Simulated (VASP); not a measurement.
# Cr3Cu (Pm-3m) in VASP: band structure with optPBE-vdW

Aim: the band structure of Cr3Cu with optPBE-vdW.

All numbers are computed with VASP 6.6.1; they aren't measurements. Logs are shortened: lines on timing, memory, paths and dates and some standing lists are left out, and cuts for length are marked.

## 1. Starting point

Symmetry: Pm-3m, No. 221, cubic system. Conventional cell: a = 3.602 Å, b = 3.602 Å, c = 3.602 Å, α = 90.00°, β = 90.00°, γ = 90.00°. Around Cu (site symmetry m-3m) lie 12 Cr at 2.55 Å. Around Cr (site symmetry 4/mmm) lie 4 Cu at 2.55 Å and 8 Cr at 2.55 Å.

The cell comes from a database or a generator and needn't be the stable form of this composition.

## 2. Band structure, optPBE-vdW, collinear spin, zero start

Contents of INCAR:

```
SYSTEM = Cr3Cu
PREC = Accurate
ENCUT = 520
EDIFF = 1E-6
ISMEAR = -1
SIGMA = 0.05
LREAL = .FALSE.
LASPH = .TRUE.
NELM = 150
ALGO = Normal
ISIF = 2
LWAVE = .FALSE.
LCHARG = .FALSE.
ISPIN = 2
MAGMOM = 0 0 0 0
LORBIT = 11
LMAXMIX = 4
GGA = OR
LUSE_VDW = .TRUE.
AGGAC = 0.0
NBANDS = 36
```

Contents of Cr3Cu.cif:

```cif
data_Cr3Cu
_cell_length_a 3.60191800
_cell_length_b 3.60191800
_cell_length_c 3.60191800
_cell_angle_alpha 90.00000000
_cell_angle_beta 90.00000000
_cell_angle_gamma 90.00000000
_space_group_name_H-M_alt 'Pm-3m'
_space_group_name_Hall '-P 4 2 3'
_space_group_IT_number 221
loop_
_space_group_symop_operation_xyz
'x,y,z'
'-x,-y,-z'
'-y,x,z'
'y,-x,-z'
'-x,-y,z'
'x,y,-z'
'y,-x,z'
'-y,x,-z'
'x,-y,-z'
'-x,y,z'
'-y,-x,-z'
'y,x,z'
'-x,y,-z'
'x,-y,z'
'y,x,-z'
'-y,-x,z'
'z,x,y'
'-z,-x,-y'
'z,-y,x'
'-z,y,-x'
'z,-x,-y'
'-z,x,y'
'z,y,-x'
'-z,-y,x'
'-z,x,-y'
'z,-x,y'
'-z,-y,-x'
'z,y,x'
'-z,-x,y'
'z,x,-y'
'-z,y,x'
'z,-y,-x'
'y,z,x'
'-y,-z,-x'
'x,z,-y'
'-x,-z,y'
'-y,z,-x'
'y,-z,x'
'-x,z,y'
'x,-z,-y'
'-y,-z,x'
'y,z,-x'
'-x,-z,-y'
'x,z,y'
'y,-z,-x'
'-y,z,x'
'x,-z,y'
'-x,z,-y'
loop_
_atom_site_label
_atom_site_type_symbol
_atom_site_symmetry_multiplicity
_atom_site_Wyckoff_symbol
_atom_site_fract_x
_atom_site_fract_y
_atom_site_fract_z
_atom_site_occupancy
Cu1 Cu 1 a 0.0000000000 0.0000000000 0.0000000000 1
Cr1 Cr 3 c 0.5000000000 0.5000000000 0.0000000000 1
```

Contents of KPOINTS:

```
regular mesh
0
G
  7 7 7
  0 0 0
```

Contents of POSCAR:

```
Cu Cr
 1.0000000000000000
     3.6019180000000000    0.0000000000000000    0.0000000000000000
     0.0000000000000000    3.6019180000000000    0.0000000000000000
     0.0000000000000000    0.0000000000000000    3.6019180000000000
 Cu  Cr 
   1   3
Cartesian
  0.0000000000000000  0.0000000000000000  0.0000000000000000
  1.8009589999999998  1.8009589999999998  0.0000000000000000
  0.0000000000000000  1.8009589999999998  1.8009589999999998
  1.8009589999999998  0.0000000000000000  1.8009589999999998
```

Contents of KPOINTS_OPT:

```
path GXMGRX,MR
10
line-mode
reciprocal
 0.0000000000  0.0000000000  0.0000000000  G
 0.0000000000  0.5000000000  0.0000000000  X

 0.0000000000  0.5000000000  0.0000000000  X
 0.5000000000  0.5000000000  0.0000000000  M

 0.5000000000  0.5000000000  0.0000000000  M
 0.0000000000  0.0000000000  0.0000000000  G

 0.0000000000  0.0000000000  0.0000000000  G
 0.5000000000  0.5000000000  0.5000000000  R

 0.5000000000  0.5000000000  0.5000000000  R
 0.0000000000  0.5000000000  0.0000000000  X

 0.5000000000  0.5000000000  0.0000000000  M
 0.5000000000  0.5000000000  0.5000000000  R
```

Potentials or basis: VASP PAW PBE potentials, release 54 (Cu, Cr_pv).

On the command line:

```
$ ase convert -i cif -o vasp Cr3Cu.cif POSCAR
$ cat potpaw_PBE.54/Cu/POTCAR potpaw_PBE.54/Cr_pv/POTCAR > POTCAR
$ mpirun -np 1 vasp_std > vasp.out
```

OUTCAR:

```text
SYSTEM = Cr3Cu
   PREC = Accurate
   ENCUT = 520
   EDIFF = 1E-6
   ISMEAR = -1
   LREAL = .FALSE.
   LASPH = .TRUE.
   NELM = 150
   ISIF = 2
   ISPIN = 2
   LORBIT = 11
   GGA = OR

 ion  position               nearest neighbor table
   1  0.000  0.000  0.000-   2 2.55   3 2.55   4 2.55   3 2.55   4 2.55   2 2.55   3 2.55   3 2.55
                             2 2.55   4 2.55   4 2.55   2 2.55
   2  0.500  0.500  0.000-   1 2.55   3 2.55   4 2.55   3 2.55   4 2.55   1 2.55   4 2.55   4 2.55
                             1 2.55   3 2.55   3 2.55   1 2.55
   3  0.000  0.500  0.500-   1 2.55   2 2.55   4 2.55   1 2.55   2 2.55   1 2.55   4 2.55   1 2.55
                             2 2.55   4 2.55   2 2.55   4 2.55
   4  0.500  0.000  0.500-   1 2.55   2 2.55   3 2.55   1 2.55   2 2.55   2 2.55   3 2.55   2 2.55
                             1 2.55   3 2.55   1 2.55   3 2.55

  LATTYP: Found a simple cubic cell.
 ALAT       =     3.6019180000

  Lattice vectors:

 A1 = (   3.6019180000,   0.0000000000,   0.0000000000)
 A2 = (   0.0000000000,   3.6019180000,   0.0000000000)
 A3 = (   0.0000000000,   0.0000000000,   3.6019180000)

Analysis of symmetry for initial positions (statically):
=====================================================================
 Subroutine PRICEL returns:
 Original cell was already a primitive cell.

 Routine SETGRP: Setting up the symmetry group for a
 simple cubic supercell.

 Subroutine GETGRP returns: Found 48 space group operations
 (whereof 48 operations were pure point group operations)
 out of a pool of 48 trial point group operations.

The static configuration has the point symmetry O_h .

Analysis of symmetry for dynamics (positions and initial velocities):
=====================================================================
 Subroutine PRICEL returns:
 Original cell was already a primitive cell.

 Routine SETGRP: Setting up the symmetry group for a
 simple cubic supercell.

 Subroutine GETGRP returns: Found 48 space group operations
 (whereof 48 operations were pure point group operations)
 out of a pool of 48 trial point group operations.

The dynamic configuration has the point symmetry O_h .

Analysis of structural, dynamic, and magnetic symmetry:
=====================================================================
 Subroutine PRICEL returns:
 Original cell was already a primitive cell.

 Routine SETGRP: Setting up the symmetry group for a
 simple cubic supercell.

 Subroutine GETGRP returns: Found 48 space group operations
 (whereof 48 operations were pure point group operations)
 out of a pool of 48 trial point group operations.

The overall configuration has the point symmetry O_h .

 Subroutine INISYM returns: Found 48 space group operations
 (whereof 48 operations are pure point group operations),
 and found     1 'primitive' translations

----------------------------------------------------------------------------------------

                                     Primitive cell

  volume of cell :      46.7306

  direct lattice vectors                    reciprocal lattice vectors
     3.601918000  0.000000000  0.000000000     0.277629863  0.000000000  0.000000000
     0.000000000  3.601918000  0.000000000     0.000000000  0.277629863  0.000000000
     0.000000000  0.000000000  3.601918000     0.000000000  0.000000000  0.277629863

  length of vectors
     3.601918000  3.601918000  3.601918000     0.277629863  0.277629863  0.277629863

  position of ions in fractional coordinates (direct lattice)
     0.000000000  0.000000000  0.000000000
     0.500000000  0.500000000  0.000000000
     0.000000000  0.500000000  0.500000000
     0.500000000  0.000000000  0.500000000

  ion indices of the primitive-cell ions
   primitive index   ion index
                 1           1
                 2           2
                 3           3
                 4           4

----------------------------------------------------------------------------------------

 KPOINTS: regular mesh

Automatic generation of k-mesh.
 Grid dimensions read from file:
 generate k-points for:    7    7    7

 Generating k-lattice:

  Cartesian coordinates                     Fractional coordinates (reciprocal lattice)
     0.039661409  0.000000000  0.000000000     0.142857143  0.000000000  0.000000000
     0.000000000  0.039661409  0.000000000     0.000000000  0.142857143  0.000000000
     0.000000000  0.000000000  0.039661409     0.000000000  0.000000000  0.142857143

  Length of vectors
     0.039661409  0.039661409  0.039661409

  Shift w.r.t. Gamma in fractional coordinates (k-lattice)
     0.000000000  0.000000000  0.000000000

 Subroutine IBZKPT returns following result:
 ===========================================

 Found     20 irreducible k-points:

 Following reciprocal coordinates:
            Coordinates               Weight
  0.000000  0.000000  0.000000      1.000000
  0.142857  0.000000  0.000000      6.000000
  0.285714  0.000000  0.000000      6.000000
  0.428571  0.000000  0.000000      6.000000
  0.142857  0.142857  0.000000     12.000000
  0.285714  0.142857  0.000000     24.000000
[... 12 lines left out ...]
  0.428571  0.428571  0.285714     24.000000
  0.428571  0.428571  0.428571      8.000000
   k-points           NKPTS =     20   k-points in BZ     NKDIM =     20   number of bands    NBANDS=     36
   number of dos      NEDOS =    301   number of ions     NIONS =      4
   total plane-waves  NPLWV =  21952
   dimension x,y,z NGX =    28 NGY =   28 NGZ =   28
   dimension x,y,z NGXF=    56 NGYF=   56 NGZF=   56
   ions per type =               1   3
   NGX,Y,Z   is equivalent  to a cutoff of  12.92, 12.92, 12.92 a.u.
   NGXF,Y,Z  is equivalent  to a cutoff of  25.85, 25.85, 25.85 a.u.
 SYSTEM =  Cr3Cu
   PREC   = accura    normal or accurate (medium, high low for compatibility)
   ISTART =      0    job   : 0-new  1-cont  2-samecut
   ICHARG =      2    charge: 1-file 2-atom 10-const
   ISPIN  =      2    spin polarized calculation?
   LNONCOLLINEAR =      F non collinear calculations
   LSORBIT =      F    spin-orbit coupling
   LASPH  =      T    aspherical Exc in radial PAW
   ENCUT  =  520.0 eV  38.22 Ry    6.18 a.u.   6.70  6.70  6.70*2*pi/ulx,y,z
   NELM   =    150;   NELMIN=  2; NELMDL= -5     # of ELM steps
   EDIFF  = 0.1E-05   stopping-criterion for ELM
   LREAL  =      F    real-space projection
   EDIFFG = 0.1E-04   stopping-criterion for IOM
   NSW    =      0    number of steps for IOM
   IBRION =     -1    ionic relax: 0-MD 1-quasi-New 2-CG
   NFREE  =      0    steps in history (QN), initial steepest desc. (CG)
   ISIF   =      2    stress and relaxation
   ISYM   =      2    0-nonsym 1-usesym 2-fastsym
   POTIM  = 0.5000    time-step for ionic-motion
   TEBEG  =    0.0;   TEEND  =   0.0 temperature during run
   PSTRESS=    0.0 pullay stress
   NELECT =      47.0000    total number of electrons
   NUPDOWN=      -1.0000    fix difference up-down
   EMIN   =  10.00;   EMAX   =-10.00  energy-range for DOS
   EFERMI =   0.00;   METHOD = LEGACY
   ISMEAR =    -1;   SIGMA  =   0.05  broadening in eV -4-tet -1-fermi 0-gaus
   EFERMI_NEDOS =   21; number of points for ismear=-14 and -15
   IALGO  =     38    algorithm
   IMIX   =      4    mixing-type and parameters
     AMIX     =   0.40;   BMIX     =  1.00
     AMIX_MAG =   1.60;   BMIX_MAG =  1.00
  volume/ion in A,a.u.               =      11.68        78.84
  Fermi-wavevector in a.u.,A,eV,Ry     =   1.640238  3.099601 36.604867  2.690382
  Thomas-Fermi vector in A             =   2.730910
   LORBIT       =     11    0 simple, 1 ext, 2 COOP (PROOUT), +10 PAW based schemes
   GGA     = OR    functional components
   LHFCALC =     F    Hartree Fock is set to
   AEXX    =    0.0000 exact exchange contribution
   IVDW_NL    =     1    kernel type
   BPARAM     = 6.3000
   IVDW    =     0    specifies the selected vdW correction
   LEPSILON=     F    determine dielectric tensor
   LRPA    =     F    only Hartree local field effects (RPA)
 spin polarized calculation
  energy-cutoff  :      520.00
  volume of cell :       46.73
 maximum number of plane-waves:      1274
 NGX is ok and might be reduce to    28
   NGX = 13   NGY = 13   NGZ = 13

 number of electron      46.9999956 magnetization       0.0000013

 number of electron      46.9999956 magnetization      -0.0000062

 Free energy of the ion-electron system (eV)
  ---------------------------------------------------
  ext. energy  EPLUGINS =         0.00000000
  ---------------------------------------------------
  free energy    TOTEN  =       -17.93817212 eV

  energy without entropy =      -17.91456376  energy(sigma->0) =      -17.92636794

 E-fermi :   9.8766     XC(G=0): -13.3970

 val. band max:        9.8257607498   @ k =   0.2857   0.1429   0.1429
 cond. band min:       9.9434889722   @ k =   0.4286   0.4286   0.0000
 fundamental gap:      0.1177282224
 Fermi energy:         9.8766115364

 spin component 1

 k-point     1 :       0.0000    0.0000    0.0000
  band No.  band energies     occupation
      1     -33.2323      1.00000
      2     -33.2323      1.00000
      3     -33.2323      1.00000
      4     -32.8869      1.00000
      5     -32.8869      1.00000
      6     -32.8869      1.00000
[... 749 lines left out ...]
     34      16.9157      0.00000
     35      17.2090      0.00000
 Fermi energy:         9.8766115364

 spin component 2

 k-point     1 :       0.0000    0.0000    0.0000
  band No.  band energies     occupation
      1     -33.2323      1.00000
      2     -33.2323      1.00000
      3     -33.2323      1.00000
      4     -32.8869      1.00000
      5     -32.8869      1.00000
      6     -32.8869      1.00000
[... 749 lines left out ...]
     34      16.9157      0.00000
     35      17.2090      0.00000
 [bands above 35 left out]

------------------------ aborting loop because EDIFF is reached ----------------------------------------

  FORCE on cell =-STRESS in cart. coord.  units (eV):
  Direction    XX          YY          ZZ          XY          YZ          ZX
  --------------------------------------------------------------------------------------
  -------------------------------------------------------------------------------------
  Total        0.0328205      0.0328205      0.0328205      0.0000000      0.0000000     -0.0000000
  in kB        1.1252650      1.1252650      1.1252650      0.0000000      0.0000000     -0.0000000
  external PRESSURE =       1.1252650 kB  Pullay stress =       0.0000000 kB

 VOLUME and BASIS-vectors are now :
 -----------------------------------------------------------------------------
  energy-cutoff  :      520.00
  volume of cell :       46.73
      direct lattice vectors                 reciprocal lattice vectors
     3.601918000  0.000000000  0.000000000     0.277629863  0.000000000  0.000000000
     0.000000000  3.601918000  0.000000000     0.000000000  0.277629863  0.000000000
     0.000000000  0.000000000  3.601918000     0.000000000  0.000000000  0.277629863

 POSITION                                       TOTAL-FORCE (eV/Angst)
 -----------------------------------------------------------------------------------
      0.00000      0.00000      0.00000         0.000000      0.000000      0.000000
      1.80096      1.80096      0.00000         0.000000      0.000000      0.000000
      0.00000      1.80096      1.80096         0.000000      0.000000      0.000000
      1.80096      0.00000      1.80096         0.000000      0.000000      0.000000
 -----------------------------------------------------------------------------------
    total drift:                                0.000000      0.000000      0.000000

  FREE ENERGIE OF THE ION-ELECTRON SYSTEM (eV)
  ---------------------------------------------------
  free  energy   TOTEN  =       -17.9381721247 eV

  energy  without entropy=      -17.9145637603  energy(sigma->0) =      -17.92636794

Total vdW correction in eV:      7.6113383

 total charge

# of ion       s       p       d       tot
------------------------------------------
    1        0.558   0.594   9.086  10.237
    2        0.399   6.340   4.221  10.959
    3        0.399   6.340   4.221  10.959
    4        0.399   6.340   4.221  10.959
--------------------------------------------------
tot          1.754  19.613  21.748  43.115

 magnetization (x)

# of ion       s       p       d       tot
------------------------------------------
    1       -0.000  -0.000   0.000  -0.000
    2       -0.000   0.000   0.000   0.000
    3       -0.000   0.000   0.000   0.000
    4       -0.000   0.000   0.000   0.000
--------------------------------------------------
tot         -0.000  -0.000   0.000   0.000
```

Wall time 2 min (1 thread of Intel Xeon 6975P-C (Granite Rapids), shared host); peak memory 0.38 GiB.

What came out:

```yaml
Free_energy: -17.9382 eV
Pressure: 0.1 GPa
Band_gap_along_the_path: none (metal or under the smearing width)
Net_moment: 0.00 μB per cell
Valence_electrons_inside_the_program's_atomic_spheres: Cu 10.24; Cr 10.96
```

Levels at the corners of the path, in eV from the Fermi level:
Spin up:
| point | band 21 | band 22 | band 23 | band 24 | band 25 | band 26 |
| --- | --- | --- | --- | --- | --- | --- |
| Γ | -0.91 | 1.13 | 1.13 | 1.13 | 1.86 | 1.86 |
| X | -0.33 | -0.33 | -0.17 | 0.03 | 0.58 | 0.79 |
| X | -0.33 | -0.33 | -0.17 | 0.03 | 0.58 | 0.79 |
| M | -1.39 | -1.39 | -0.11 | -0.11 | 0.41 | 0.46 |
| M | -1.39 | -1.39 | -0.11 | -0.11 | 0.41 | 0.46 |
| Γ | -0.91 | 1.13 | 1.13 | 1.13 | 1.86 | 1.86 |
| Γ | -0.91 | 1.13 | 1.13 | 1.13 | 1.86 | 1.86 |
| R | -0.66 | 0.14 | 0.14 | 0.14 | 1.00 | 1.10 |
| R | -0.66 | 0.14 | 0.14 | 0.14 | 1.00 | 1.10 |
| X | -0.33 | -0.33 | -0.17 | 0.03 | 0.58 | 0.79 |
| M | -1.39 | -1.39 | -0.11 | -0.11 | 0.41 | 0.46 |
| R | -0.66 | 0.14 | 0.14 | 0.14 | 1.00 | 1.10 |
Spin down:
| point | band 19 | band 20 | band 21 | band 22 | band 23 | band 24 | band 25 | band 26 | band 27 | band 28 |
| --- | --- | --- | --- | --- | --- | --- | --- | --- | --- | --- |
| Γ | -1.74 | -0.91 | -0.91 | 1.13 | 1.13 | 1.13 | 1.86 | 1.86 | 2.39 | 2.76 |
| X | -1.84 | -1.84 | -0.33 | -0.33 | -0.17 | 0.03 | 0.58 | 0.79 | 0.79 | 0.89 |
| X | -1.84 | -1.84 | -0.33 | -0.33 | -0.17 | 0.03 | 0.58 | 0.79 | 0.79 | 0.89 |
| M | -1.92 | -1.61 | -1.39 | -1.39 | -0.11 | -0.11 | 0.41 | 0.46 | 0.46 | 1.15 |
| M | -1.92 | -1.61 | -1.39 | -1.39 | -0.11 | -0.11 | 0.41 | 0.46 | 0.46 | 1.15 |
| Γ | -1.74 | -0.91 | -0.91 | 1.13 | 1.13 | 1.13 | 1.86 | 1.86 | 2.39 | 2.76 |
| Γ | -1.74 | -0.91 | -0.91 | 1.13 | 1.13 | 1.13 | 1.86 | 1.86 | 2.39 | 2.76 |
| R | -0.66 | -0.66 | -0.66 | 0.14 | 0.14 | 0.14 | 1.00 | 1.10 | 1.10 | 1.10 |
| R | -0.66 | -0.66 | -0.66 | 0.14 | 0.14 | 0.14 | 1.00 | 1.10 | 1.10 | 1.10 |
| X | -1.84 | -1.84 | -0.33 | -0.33 | -0.17 | 0.03 | 0.58 | 0.79 | 0.79 | 0.89 |
| M | -1.92 | -1.61 | -1.39 | -1.39 | -0.11 | -0.11 | 0.41 | 0.46 | 0.46 | 1.15 |
| R | -0.66 | -0.66 | -0.66 | 0.14 | 0.14 | 0.14 | 1.00 | 1.10 | 1.10 | 1.10 |

Caveat: the PAW data sets were made with another functional, which shifts forces and pressure a little.

## 3. For comparison

An earlier run on the cell as given: functional PBE; potentials or basis VASP PAW PBE potentials, release 64 (Cu, Cr_pv); cutoff 520 eV; k mesh 7 × 7 × 7; occupations fermi-dirac, width 0.05 eV; collinear spin, ferromagnetic start; starting moments [0.6, 3.0, 3.0, 3.0] μB.

* Pressure: -0.9 GPa
* Band gap on the k mesh: none (metal or under the smearing width)
* Net moment: 0.00 μB per cell
* Valence electrons inside the program's atomic spheres: Cu 10.21; Cr 10.95
